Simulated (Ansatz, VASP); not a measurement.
# Ni (Ni(111)) in two plane-wave programs, part 2 of 2

Wanted: the spread between two codes on one cell, functional and k mesh. The structure shown is the start of the Ansatz relaxation below; VASP solves that cell, so the two are compared at the walk's first step.

VASP 6.6.1 and Ansatz 0.2.0.

So far: Set-up; Ansatz: relaxation, PBE.

### 3. VASP: single point, PBE, start cell

Level of this step: PBE, spin-polarised from a ferromagnetic start; plane waves and PAW (Ni) (VASP).

The same cell, functional, mesh and smearing now go to VASP, with its own data sets.

Lines of VASP's logs that name or quote its potential files are left out, and so is its time.

Contents of INCAR:

```
SYSTEM = Ni
PREC = Accurate
ENCUT = 520
EDIFF = 1E-06
NELM = 200
ISMEAR = -1
SIGMA = 0.1
LREAL = .FALSE.
ALGO = Normal
GGA = PE
NBANDS = 30
ISPIN = 2
MAGMOM = 0.7 0.72 0.72 0.7
LASPH = .TRUE.
LMAXMIX = 4
LORBIT = 11
LWAVE = .FALSE.
LCHARG = .FALSE.
ISIF = 2
LDIPOL = .TRUE.
IDIPOL = 3
DIPOL = 0.5 0.5 0.5
LVHAR = .TRUE.
GGA_COMPAT = .FALSE.
NELMDL = -8
```

Contents of POSCAR:

```
Ni
1.0
    2.4890158698      0.0000000000      0.0000000000
    1.2445079349      2.1555509736      0.0000000000
    0.0000000000      0.0000000000     24.0968188426
Ni
4
Direct
    0.0000000000      0.0000000000      0.3734932806
    0.3333333333      0.3333333333      0.4578310936
    0.6666666667      0.6666666667      0.5421689064
    0.0000000000      0.0000000000      0.6265067194
```

Contents of KPOINTS:

```
Automatic mesh
0
Gamma
12 12 1
0 0 0
```

Potentials, in the order of the species: Ni (PBE family, release 64).

Launch:

```bash
$ mpirun -np 1 vasp_std
```

Numbers of over 12 decimals in the logs are rounded to 6 here.

Output:

```text
[banner, memory and clock lines left out]
running    1 mpi-ranks, on    1 nodes
 distrk:  each k-point on    1 cores,    1 groups
 distr:  one band on    1 cores,    1 groups

 POSCAR found type information on POSCAR Ni
 POSCAR found :  1 types and       4 ions
 LDA part: xc-table for (Slater+PW92), standard interpolation
 POSCAR, INCAR and KPOINTS ok, starting setup
 FFT: planning ... GRIDC
 FFT: planning ... GRID_SOFT
 FFT: planning ... GRID
 WAVECAR not read
 entering main loop
       N       E                     dE             d eps       ncg     rms          rms(c)
DAV:   1     0.268938698250E+03    0.26894E+03   -0.17559E+04  2280   0.139E+03
DAV:   2    -0.767052779219E+01   -0.27661E+03   -0.26348E+03  2334   0.301E+02
DAV:   3    -0.242760625635E+02   -0.16606E+02   -0.16148E+02  2556   0.105E+02
DAV:   4    -0.245075367436E+02   -0.23147E+00   -0.23131E+00  2640   0.137E+01
DAV:   5    -0.245131164474E+02   -0.55797E-02   -0.55796E-02  3484   0.135E+00
DAV:   6    -0.245131853359E+02   -0.68888E-04   -0.68888E-04  2682   0.156E-01
DAV:   7    -0.245131885238E+02   -0.31878E-05   -0.31879E-05  3440   0.265E-02
DAV:   8    -0.245131885784E+02   -0.54672E-07   -0.54598E-07  1808   0.358E-03    0.189E+01
DAV:   9    -0.255222767854E+02   -0.10091E+01   -0.51111E+01  2616   0.109E+02    0.264E+01
DAV:  10    -0.262287476363E+02   -0.70647E+00   -0.27149E+01  2714   0.125E+02    0.264E+01
DAV:  11    -0.208158360098E+02    0.54129E+01   -0.76429E+00  2888   0.590E+01    0.894E+00
DAV:  12    -0.211745244165E+02   -0.35869E+00   -0.89302E+00  2712   0.482E+01    0.142E+01
DAV:  13    -0.205158741829E+02    0.65865E+00   -0.21655E+00  2608   0.265E+01    0.178E+00
DAV:  14    -0.205739898476E+02   -0.58116E-01   -0.27150E-01  2474   0.511E+00    0.134E+00
[...]
DAV:  27    -0.207073764480E+02   -0.70855E-04   -0.14632E-06  1776   0.141E-02    0.399E-03
DAV:  28    -0.207074246925E+02   -0.48244E-04   -0.29867E-07  1742   0.615E-03    0.288E-03
DAV:  29    -0.207074467336E+02   -0.22041E-04   -0.16140E-07  1698   0.394E-03    0.864E-04
DAV:  30    -0.207074620625E+02   -0.15329E-04   -0.13355E-07  1664   0.224E-03    0.828E-04
DAV:  31    -0.207074743176E+02   -0.12255E-04   -0.25754E-07  1762   0.173E-03    0.405E-04
DAV:  32    -0.207074810963E+02   -0.67787E-05   -0.10673E-07  1664   0.161E-03    0.711E-04
DAV:  33    -0.207074833528E+02   -0.22565E-05   -0.16476E-08  1692   0.133E-03    0.206E-04
DAV:  34    -0.207074840195E+02   -0.66673E-06   -0.78254E-09  1484   0.628E-04
   1 F= -.20707484E+02 E0= -.20587271E+02  d E =-.240426E+00  mag=     2.6010
```

From OUTCAR (step 3):

```text
ion  position               nearest neighbor table
   1  0.000  0.000  0.373-   2 2.49   2 2.49   2 2.49
   2  0.333  0.333  0.458-   3 2.49   3 2.49   3 2.49   1 2.49   1 2.49   1 2.49
   3  0.667  0.667  0.542-   2 2.49   2 2.49   2 2.49   4 2.49   4 2.49   4 2.49
   4  0.000  0.000  0.627-   3 2.49   3 2.49   3 2.49

  LATTYP: Found a hexagonal cell.
 ALAT       =     2.4890158697
 C/A-ratio  =     9.6812636414

 Subroutine GETGRP returns: Found 12 space group operations
 (whereof 12 operations were pure point group operations)

The static configuration has the point symmetry D_3d.

 Found     19 irreducible k-points:

   k-points           NKPTS =     19   k-points in BZ     NKDIM =     19   number of bands    NBANDS=     30

   dimension x,y,z NGX =    20 NGY =   20 NGZ =  180
   dimension x,y,z NGXF=    40 NGYF=   40 NGZF=  360

   ENCUT  =  520.0 eV  38.22 Ry    6.18 a.u.   4.63  4.63 44.80*2*pi/ulx,y,z

   NELECT =      40.0000    total number of electrons

 k-points in reciprocal lattice and weights: Automatic mesh
   0.00000000  0.00000000  0.00000000       0.007
   0.08333333 -0.00000000  0.00000000       0.042
   0.16666667  0.00000000  0.00000000       0.042
   0.25000000  0.00000000  0.00000000       0.042
   0.33333333 -0.00000000  0.00000000       0.042
   0.41666667  0.00000000  0.00000000       0.042
   0.50000000  0.00000000  0.00000000       0.021
   0.16666667  0.08333333  0.00000000       0.042
   0.25000000  0.08333333  0.00000000       0.083
[...]
-0.41666667  0.25000000  0.00000000       0.083
  -0.33333333  0.33333333  0.00000000       0.014

 dipolmoment           0.000000      0.000000     -0.000000 electrons x Angstroem

 average (electrostatic) potential at core
       1 -91.2806       2 -91.5401       3 -91.5401       4 -91.2806

 E-fermi :  -0.1481

 spin component 1
 k-point     1 :       0.0000    0.0000    0.0000
  band No.  band energies     occupation
    ...
     20      -0.9078      0.99950
     21      -0.9078      0.99950
     22      -0.7822      0.99824
     23      -0.7586      0.99777
     24      -0.7586      0.99777
     25       0.1385      0.05389
     26       4.6111      0.00000
     27       4.6591      0.00000
     28       5.4982      0.00000
     29       6.1812      0.00000
    ...

 k-point     2 :       0.0833   -0.0000    0.0000
  band No.  band energies     occupation
    ...
     19      -1.2584      0.99998
     20      -1.2298      0.99998
     21      -1.0737      0.99990
     22      -0.9111      0.99951
     23      -0.7552      0.99770
     24      -0.1252      0.44317
     25       0.8713      0.00004
     26       4.8135      0.00000
     27       4.8879      0.00000
     28       5.7251      0.00000
    ...

 k-point     3 :       0.1667    0.0000    0.0000
  band No.  band energies     occupation
    ...
     19      -1.4225      1.00000
     20      -1.2523      0.99998
     21      -0.9204      0.99956
     22      -0.7478      0.99752
     23      -0.7429      0.99740
     24       0.7282      0.00016
     25       2.1353      0.00000
     26       5.4131      0.00000
     27       5.5732      0.00000
     28       6.4053      0.00000
    ...

 k-point     4 :       0.2500    0.0000    0.0000
  band No.  band energies     occupation
    ...
     19      -1.3078      0.99999
     20      -1.1876      0.99997
     21      -0.9322      0.99961
     22      -0.7401      0.99732
     23      -0.2571      0.74843
     24       1.7335      0.00000
     25       3.6436      0.00000
     26       6.3905      0.00000
     27       6.7105      0.00000
     28       7.5337      0.00000
    ...

 k-point     5 :       0.3333   -0.0000    0.0000
  band No.  band energies     occupation
    ...
     18      -1.0104      0.99982
     19      -0.9947      0.99979
     20      -0.9628      0.99971
     21      -0.8845      0.99937
     22      -0.7286      0.99700
     23       0.4852      0.00178
     24       2.9159      0.00000
     25       5.3558      0.00000
     26       7.5893      0.00000
     27       8.2510      0.00000
    ...

 k-point     6 :       0.4167    0.0000    0.0000
  band No.  band energies     occupation
    ...
     17      -0.8190      0.99878
     18      -0.7579      0.99776
     19      -0.6520      0.99356
     20      -0.6291      0.99192
     21      -0.4760      0.96372
     22       0.2594      0.01672
     23       1.6149      0.00000
     24       3.7296      0.00000
     25       6.3102      0.00000
     26       6.8786      0.00000
    ...

  Total       -1.6163693     -1.6163693     -0.6886201      0.0000000      0.0000000     -0.0000000
  in kB      -20.0311323    -20.0311323     -8.5338422      0.0000000      0.0000000     -0.0000000
  external PRESSURE =     -16.1987023 kB  Pullay stress =       0.0000000 kB

  energy-cutoff  :      520.00
  volume of cell :      129.28
      direct lattice vectors                 reciprocal lattice vectors
     2.489015870  0.000000000  0.000000000     0.401765217 -0.231959256  0.000000000
     1.244507935  2.155550974  0.000000000     0.000000000  0.463918512  0.000000000
     0.000000000  0.000000000 24.096818843     0.000000000  0.000000000  0.041499254

 POSITION                                       TOTAL-FORCE (eV/Angst)
 -----------------------------------------------------------------------------------
      0.00000      0.00000      9.00000         0.000000      0.000000      0.145611
      1.24451      0.71852     11.03227         0.000000     -0.000000     -0.100376
      2.48902      1.43703     13.06455        -0.000000      0.000000      0.100376
      0.00000      0.00000     15.09682         0.000000      0.000000     -0.145611
 -----------------------------------------------------------------------------------
    total drift:                                0.000000     -0.000000      0.000000

  FREE ENERGIE OF THE ION-ELECTRON SYSTEM (eV)
  ---------------------------------------------------
  free  energy   TOTEN  =       -20.7074840195 eV

  energy  without entropy=      -20.4670581876  energy(sigma->0) =      -20.58727110

 vacuum level on the upper side and lower side of the slab         4.914         4.914

 total charge
# of ion       s       p       d       tot
------------------------------------------
    1        0.487   0.379   8.304   9.171
    2        0.493   0.493   8.312   9.298
    3        0.493   0.493   8.312   9.298
    4        0.487   0.379   8.304   9.171
--------------------------------------------------
tot          1.960   1.745  33.232  36.937

 magnetization (x)
# of ion       s       p       d       tot
------------------------------------------
    1       -0.007  -0.024   0.688   0.657
    2       -0.007  -0.025   0.706   0.674
    3       -0.007  -0.025   0.706   0.674
    4       -0.007  -0.024   0.688   0.657
--------------------------------------------------
tot         -0.027  -0.098   2.788   2.663

[... 6 further parts left out ...]
```

### 4. Comparison

Known differences besides the potentials themselves: VASP starts from the moments at which Ansatz ended; the data sets hold 72 valence electrons in Ansatz (on its default PAW (the set named soft_2) files) and 40 in VASP; the cutoff is 420 eV in Ansatz and 520 eV in VASP. Total energies have different zeros and are not compared.

Forces (eV/Å; atoms numbered as in POSCAR):

| atom | Ansatz x, y, z | VASP x, y, z |
| --- | --- | --- |
| Ni1 | 0.000, 0.000, 0.147 | 0.000, 0.000, 0.146 |
| Ni2 | 0.000, 0.000, -0.101 | 0.000, 0.000, -0.100 |
| Ni3 | 0.000, 0.000, 0.101 | 0.000, 0.000, 0.100 |
| Ni4 | 0.000, 0.000, -0.147 | 0.000, 0.000, -0.146 |

The forces differ by 0.6 meV/Å r.m.s., which is 0.8 % of the r.m.s. force of 0.072 eV/Å (both taken over all components). Moments aren't recorded for both runs of this pair, so they may hold unlike magnetic states. With vacuum in the cell, a pressure given here is an average over mostly empty space and none of the material.

### 5. Outcome

```
r.m.s. force difference (single point, PBE, start cell) : 0.59 meV/Å
```

What this shows: The r.m.s. force difference is 0.59 meV/Å (single point, PBE, start cell), within the 12 meV/Å picked in this series as the mark of a large difference. The data sets hold unlike numbers of valence electrons (72 in Ansatz and 40 in VASP), so part of the differences comes from the potentials. 1 further run of this series is not shown here. Such differences can come from data sets, numerical settings and the points named under the comparisons, not from the functional's error against experiment.

[Lines on the potential files, build, host, timing and source positions are cut from VASP's logs without a mark.]

[Logs are printed without paths, hosts, clocks, repeated set-up lines and the standing remarks that a program may print on its own settings, such as how far it seeks lower states.]

[Hosts, paths, dates, database ids (printed as entryN), source tags and the programs' standing remarks are cut or masked in the printed files.]
